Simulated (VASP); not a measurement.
Consider the following.

```xyz
12
Lattice="5.2887 0.0000 0.0000 0.0000 4.1853 0.0000 0.0000 0.0000 7.9289" Properties=species:S:1:pos:R:3 pbc="T T T"
Mo     3.0571     1.0463     6.1783
Mo     0.4128     1.0463     5.7150
Mo     2.2316     3.1390     1.7506
Mo     4.8759     3.1390     2.2139
Mo     1.0462     1.0463     0.4959
Mo     3.6905     1.0463     3.4685
Mo     4.2425     3.1390     7.4330
Mo     1.5982     3.1390     4.4604
Si     3.7193     1.0463     0.8798
Si     1.0750     1.0463     3.0847
Si     1.5693     3.1390     7.0491
Si     4.2137     3.1390     4.8442
```

All values below come from r2SCAN meta-GGA, VASP's PBE PAW potentials (set 64) (plane waves; VASP). Settings: 400 eV cut-off, 7×8×5 Γ-centred mesh, tetrahedra with Blöchl corrections, potentials Mo_sv Si.

The cores are frozen, which limits the accuracy of field gradients.

Q: Give the principal components of the electric field gradient (V/Å²) and the asymmetry η at each nucleus.

A: 
| atom | Vxx | Vyy | Vzz | η |
|---|---|---|---|---|
| Mo1 | 26.7 | 13.7 | -40.5 | 0.32 |
| Mo2 | 26.7 | 13.7 | -40.5 | 0.32 |
| Mo3 | 26.7 | 13.7 | -40.5 | 0.32 |
| Mo4 | 26.7 | 13.7 | -40.5 | 0.32 |
| Mo5 | -30.5 | -27.3 | 57.9 | 0.06 |
| Mo6 | -30.5 | -27.3 | 57.9 | 0.06 |
| Mo7 | -30.5 | -27.3 | 57.9 | 0.06 |
| Mo8 | -30.5 | -27.3 | 57.9 | 0.06 |
| Si9 | -8.5 | -5.8 | 14.3 | 0.19 |
| Si10 | -8.5 | -5.8 | 14.3 | 0.19 |
| Si11 | -8.5 | -5.8 | 14.3 | 0.19 |
| Si12 | -8.5 | -5.8 | 14.3 | 0.19 |

The structure was generated: SiMo2 was put into the Co2Si type (Pnma), which need not be its known phase. It was relaxed first.
